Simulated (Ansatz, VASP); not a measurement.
BeAs: VASP beside Ansatz

```
Be As
1.0
     0.00000    2.51202    2.51202
     2.51202    0.00000    2.51202
     2.51202    2.51202    0.00000
Be As
1 1
Direct
  0.00000 0.00000 0.00000
  0.75000 0.75000 0.75000
```

Alike in both runs: task relaxation of cell and atoms; functional PBE; k mesh 6 × 6 × 6; occupations gaussian, width 0.1 eV; no spin polarisation.

|  | VASP | Ansatz |
| --- | --- | --- |
| version | VASP 6.6.1 | Ansatz 0.2.0 |
| potentials or method | VASP PAW PBE potentials, release 64 (Be, As) | scalar-relativistic, plane waves, PAW |
| plane-wave cutoff (eV) | 600 | 420 |
| valence electrons in the cell | 7 | 17 |

|  | VASP | Ansatz | Ansatz less VASP |
| --- | --- | --- | --- |
| gap on the k mesh at the Fermi level, each at its own relaxed structure (eV) | none | none | - |
| relaxed volume (Å³/atom) | 17.39 | 17.26 | -0.132 |
| relaxed cell length with the largest relative difference (Å) | 3.664 | 3.655 | -0.0093 |
| energy change over the relaxation (meV/atom) | -33 | -30 | +2.6 |

A gap of «none» marks a metal or a gap that the smearing closes. The two sets of potentials don't hold the same shells in valence.

Caveats: the k mesh is coarse (spacing up to 0.36 Å⁻¹), so the values aren't converged.
